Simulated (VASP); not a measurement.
Calculation: G0W0 on PBE orbitals, VASP's PBE PAW potentials (set 64) (plane waves; VASP 6.6.1).

A VASP calculation is set up with these files.

### KPOINTS
```
Automatic mesh
0
Gamma
4 4 4
0 0 0
```

POSCAR:
```
NaF
1
    0.0000000000     2.3150000000     2.3150000000
    2.3150000000     0.0000000000     2.3150000000
    2.3150000000     2.3150000000     0.0000000000
Na F
1 1
Direct
  0.0000000000   0.0000000000   0.0000000000
  0.5000000000   0.5000000000   0.5000000000
```

### INCAR
```
ALGO=EVGW0
NBANDS=64
LREAL=F   # projection in real space or not
NELMGW=1
LWAVE=F
NOMEGA=64
LCHARG=F
GGA=PE   # PBE
PREC=Normal
ENCUT=500   # plane-wave cut-off (eV)
SYSTEM=NaF
NBANDSGW=16
ENCUTGW=150
LSPECTRALGW=T
ISMEAR=0
SIGMA=0.01   # width (eV)
LASPH=T
```

POTCAR, in this order: Na_sv_GW F_GW_new (PBE.64 set). Program: vasp_std. Read from the step before: WAVECAR, WAVEDER.

Output

**OSZICAR**
```
energies w=
    0.000    0.000    1.176    0.000    2.349    0.000    3.517    0.000
    4.679    0.000    5.831    0.000    6.972    0.000    8.102    0.000
    9.218    0.000   10.320    0.000   11.408    0.000   12.481    0.000
   13.540    0.000   14.585    0.000   15.617    0.000   16.637    0.000
   17.646    0.000   18.646    0.000   19.637    0.000   20.621    0.000
   21.600    0.000   22.576    0.000   23.551    0.000   24.526    0.000
   25.503    0.000   26.486    0.000   27.475    0.000   28.474    0.000
   29.486    0.000   30.512    0.000   31.556    0.000   32.622    0.000
   33.712    0.000   34.830    0.000   35.981    0.000   37.170    0.000
   38.401    0.000   39.680    0.000   41.015    0.000   42.411    0.000
   43.877    0.000   45.423    0.000   47.059    0.000   48.799    0.000
   50.657    0.000   52.650    0.000   54.798    0.000   57.126    0.000
   59.662    0.000   62.442    0.000   65.508    0.000   68.913    0.000
   72.723    0.000   77.020    0.000   81.910    0.000   87.532    0.000
   94.069    0.000  101.767    0.000  110.970    0.000  122.167    0.000
  136.082    0.000  153.828    0.000  177.223    0.000  209.431    0.000
NQ=   1    0.0000    0.0000    0.0000,
 performed         73000 updates of chi_q(r,r)
NQ=   2    0.2500    0.0000    0.0000,
 performed        220000 updates of chi_q(r,r)
NQ=   3    0.5000    0.0000    0.0000,
 performed        330000 updates of chi_q(r,r)
NQ=   4    0.2500    0.2500    0.0000,
 performed        463000 updates of chi_q(r,r)
NQ=   5    0.5000    0.2500    0.0000,
 performed        643000 updates of chi_q(r,r)
NQ=   6   -0.2500    0.2500    0.0000,
 performed        802000 updates of chi_q(r,r)
NQ=   7    0.5000    0.5000    0.0000,
 performed        904000 updates of chi_q(r,r)
NQ=   8   -0.2500    0.5000    0.2500,
 performed       1039000 updates of chi_q(r,r)
 resolving degeneracies of screened two electron integrals
```

File OUTCAR:
```


 k-point   1 :       0.0000    0.0000    0.0000
  band No.  KS-energies  QP-energies   sigma(KS)   V_xc(KS)     V^pw_x(r,r')   Z            occupation Imag(sigma)

      1     -48.8337     -58.8514     -41.6679     -29.2499     -49.1171       0.8067       2.0000       0.3766
      2     -20.9356     -25.0800     -28.2736     -22.7027     -36.8143       0.7439       2.0000       1.0164
      3     -20.7216     -27.1018     -35.9299     -28.3964     -41.4713       0.8469       2.0000       0.1498
      4     -20.7216     -27.1018     -35.9299     -28.3964     -41.4713       0.8469       2.0000       0.1498
      5     -20.7216     -27.1018     -35.9299     -28.3964     -41.4713       0.8469       2.0000       0.1498
      6      -1.7747      -4.4022     -25.6244     -22.3326     -30.2161       0.7982       2.0000       0.1677
      7      -1.7747      -4.4022     -25.6244     -22.3326     -30.2161       0.7982       2.0000       0.1677
      8      -1.7747      -4.4022     -25.6244     -22.3326     -30.2161       0.7982       2.0000       0.1677
      9       4.5550       6.1432      -7.6426      -9.4273      -5.0337       0.8899       0.0000      -0.0750
     10      17.2188      18.8675      -5.2990      -7.1806      -2.1550       0.8762       0.0000      -0.1416
     11      17.2188      18.8675      -5.2990      -7.1806      -2.1550       0.8762       0.0000      -0.1416
     12      17.2188      18.8675      -5.2990      -7.1806      -2.1550       0.8762       0.0000      -0.1416
     13      20.1173      20.9714      -4.2285      -5.2036      -0.7113       0.8759       0.0000      -0.4379
     14      22.2590      24.3692      -6.0590      -8.4659      -2.7751       0.8767       0.0000      -0.1731
     15      22.2590      24.3692      -6.0590      -8.4659      -2.7751       0.8767       0.0000      -0.1731
     16      25.0741      27.8833      -8.2632     -11.5169      -4.5477       0.8634       0.0000      -0.3519

 k-point   2 :       0.2500    0.0000    0.0000
  band No.  KS-energies  QP-energies   sigma(KS)   V_xc(KS)     V^pw_x(r,r')   Z            occupation Imag(sigma)

      1     -48.8271     -58.8619     -41.6820     -29.2625     -49.1312       0.8080       2.0000       0.3750
      2     -21.3791     -26.4745     -31.3035     -24.7883     -38.4691       0.7821       2.0000       0.6404
      3     -20.7280     -27.1052     -35.9138     -28.3833     -41.4536       0.8468       2.0000       0.1479
      4     -20.7280     -27.1052     -35.9138     -28.3833     -41.4536       0.8468       2.0000       0.1479
      5     -20.2156     -25.4440     -32.9696     -26.4046     -39.8840       0.7964       2.0000       0.5181
      6      -2.6725      -5.4705     -23.7547     -20.2465     -28.0791       0.7976       2.0000       0.1776
      7      -1.9063      -4.5636     -25.4099     -22.0733     -29.9897       0.7964       2.0000       0.1696
      8      -1.9063      -4.5636     -25.4099     -22.0733     -29.9897       0.7964       2.0000       0.1696
      9       6.4181       8.1880      -8.8797     -10.8941      -6.4089       0.8786       0.0000      -0.0786
     10      13.4051      15.0547      -6.4210      -8.3158      -3.4360       0.8706       0.0000      -0.1247
     11      17.9896      19.8057      -5.9654      -8.0461      -2.7639       0.8728       0.0000      -0.1658
     12      17.9896      19.8057      -5.9654      -8.0461      -2.7639       0.8728       0.0000      -0.1658
     13      21.0338      23.1685      -6.5871      -9.0338      -3.2489       0.8725       0.0000      -0.2151
     14      21.0338      23.1685      -6.5871      -9.0338      -3.2489       0.8725       0.0000      -0.2151
     15      22.6686      24.7585      -6.6129      -8.9778      -3.0199       0.8837       0.0000      -0.4378
     16      26.8653      28.8213      -5.4450      -7.5842      -1.9028       0.9143       0.0000      -0.6159

 k-point   3 :       0.5000    0.0000    0.0000
  band No.  KS-energies  QP-energies   sigma(KS)   V_xc(KS)     V^pw_x(r,r')   Z            occupation Imag(sigma)

      1     -48.8205     -58.8845     -41.6958     -29.2752     -49.1452       0.8103       2.0000       0.3734
      2     -21.5829     -26.7939     -31.4901     -24.8646     -38.5065       0.7865       2.0000       0.6042
      3     -20.7339     -27.1065     -35.9002     -28.3706     -41.4385       0.8463       2.0000       0.1459
      4     -20.7339     -27.1065     -35.9002     -28.3706     -41.4385       0.8463       2.0000       0.1459
      5     -19.9445     -25.0736     -32.8560     -26.4273     -39.9205       0.7978       2.0000       0.5447
      6      -3.3640      -6.3131     -22.8076     -19.0972     -27.0696       0.7948       2.0000       0.1929
      7      -2.0308      -4.7164     -25.2091     -21.8271     -29.7784       0.7941       2.0000       0.1717
      8      -2.0308      -4.7164     -25.2091     -21.8271     -29.7784       0.7941       2.0000       0.1717
      9       9.0255      10.6361      -7.0489      -8.8729      -4.2730       0.8830       0.0000      -0.0926
     10      10.7303      12.9720     -10.1245     -12.7369      -7.5058       0.8581       0.0000      -0.1109
     11      18.3772      20.4415      -6.7158      -9.0778      -3.5358       0.8740       0.0000      -0.1614
     12      18.3772      20.4415      -6.7158      -9.0778      -3.5358       0.8740       0.0000      -0.1614
     13      21.1628      23.2721      -7.1214      -9.5576      -3.5634       0.8658       0.0000      -0.3365
     14      21.1628      23.2721      -7.1214      -9.5576      -3.5634       0.8658       0.0000      -0.3365
     15      22.0483      24.0681      -6.0023      -8.2841      -2.4277       0.8852       0.0000      -0.3764
     16      25.3400      27.6167      -6.4629      -8.9432      -2.9765       0.9179       0.0000      -0.5628

 k-point   4 :       0.2500    0.2500    0.0000
  band No.  KS-energies  QP-energies   sigma(KS)   V_xc(KS)     V^pw_x(r,r')   Z            occupation Imag(sigma)

      1     -48.8250     -58.8719     -41.6860     -29.2665     -49.1356       0.8090       2.0000       0.3748
      2     -21.2688     -26.3980     -31.4718     -24.9459     -38.6020       0.7860       2.0000       0.6239
      3     -20.7485     -27.1121     -35.8679     -28.3347     -41.4034       0.8447       2.0000       0.1520
      4     -20.7485     -27.1121     -35.8679     -28.3347     -41.4034       0.8447       2.0000       0.1520
      5     -20.3034     -25.4970     -32.8259     -26.2744     -39.7745       0.7927       2.0000       0.5260
      6      -2.6787      -5.4838     -23.7744     -20.2533     -28.1128       0.7966       2.0000       0.1781
      7      -1.9918      -4.6720     -25.3097     -21.9425     -29.8747       0.7960       2.0000       0.1703
      8      -1.9918      -4.6720     -25.3097     -21.9425     -29.8747       0.7960       2.0000       0.1703
      9       6.9846       8.8376      -9.1346     -11.2488      -6.6580       0.8765       0.0000      -0.0813
     10      13.2539      14.5854      -4.8800      -6.3900      -1.8727       0.8818       0.0000      -0.1141
     11      17.3848      19.5321      -7.1233      -9.5915      -3.9063       0.8700       0.0000      -0.1653
     12      17.6571      19.7156      -7.2553      -9.6430      -3.9984       0.8621       0.0000      -0.1936
     13      17.6571      19.7156      -7.2553      -9.6430      -3.9984       0.8621       0.0000      -0.1936
     14      23.8442      26.0342      -6.1525      -8.6524      -2.8001       0.8760       0.0000      -0.2070
     15      24.5779      27.5421      -8.5808     -11.9358      -4.8458       0.8836       0.0000      -0.4662
     16      27.5722      29.0588      -4.4035      -6.0194      -0.9925       0.9200       0.0000      -0.6609

 k-point   5 :       0.5000    0.2500    0.0000
  band No.  KS-energies  QP-energies   sigma(KS)   V_xc(KS)     V^pw_x(r,r')   Z            occupation Imag(sigma)

      1     -48.8185     -58.9210     -41.6992     -29.2789     -49.1493       0.8134       2.0000       0.3735
      2     -21.3379     -26.5980     -31.8687     -25.2185     -38.8157       0.7910       2.0000       0.5711
      3     -20.7840     -27.1290     -35.7702     -28.2402     -41.3002       0.8426       2.0000       0.1540
      4     -20.7547     -27.1165     -35.8535     -28.3210     -41.3874       0.8446       2.0000       0.1502
      5     -20.1770     -25.2483     -32.4979     -26.0813     -39.6222       0.7903       2.0000       0.5698
      6      -3.0149      -5.9211     -23.4668     -19.8238     -27.8057       0.7978       2.0000       0.1854
      7      -2.3489      -5.1105     -24.6582     -21.1817     -29.1507       0.7944       2.0000       0.1753
      8      -2.1080      -4.8170     -25.1335     -21.7244     -29.6912       0.7946       2.0000       0.1724
      9       9.7176      11.6567      -8.7391     -10.9659      -6.0718       0.8708       0.0000      -0.0990
     10      11.4380      13.2193      -7.5372      -9.5855      -4.7425       0.8697       0.0000      -0.1084
     11      14.9200      17.0465      -7.4015      -9.8421      -4.2847       0.8713       0.0000      -0.1366
     12      18.0757      20.3325      -8.0015     -10.6259      -4.6993       0.8599       0.0000      -0.2140
     13      18.1205      20.1344      -6.9249      -9.2451      -3.5635       0.8680       0.0000      -0.2305
     14      23.7917      25.8805      -6.2964      -8.6827      -2.7913       0.8753       0.0000      -0.3353
     15      25.2555      28.0175      -7.7577     -10.8802      -4.1506       0.8846       0.0000      -0.4045
     16      26.9807      29.1846      -5.9988      -8.4583      -2.4247       0.8961       0.0000      -0.4842

 k-point   6 :      -0.2500    0.2500    0.0000
  band No.  KS-energies  QP-energies   sigma(KS)   V_xc(KS)     V^pw_x(r,r')   Z            occupation Imag(sigma)

      1     -48.8206     -58.8769     -41.6952     -29.2750     -49.1449       0.8097       2.0000       0.3737
      2     -21.4272     -26.6130     -31.6106     -25.0036     -38.6390       0.7849       2.0000       0.5984
      3     -20.7835     -27.1360     -35.7827     -28.2480     -41.3097       0.8431       2.0000       0.1551
      4     -20.7343     -27.1028     -35.8993     -28.3695     -41.4376       0.8458       2.0000       0.1461
      5     -20.0876     -25.2258     -32.7689     -26.3123     -39.8217       0.7958       2.0000       0.5457
...
```
(Selected blocks of OUTCAR.)

The mesh is coarse and the basis finite, so the quasiparticle values are not converged.

The compound is NaF in the rock salt structure. The cell was not relaxed at this level. The k-mesh is coarse (spacing up to 0.59 per Å, 2π included), so the numbers may not be converged in it.
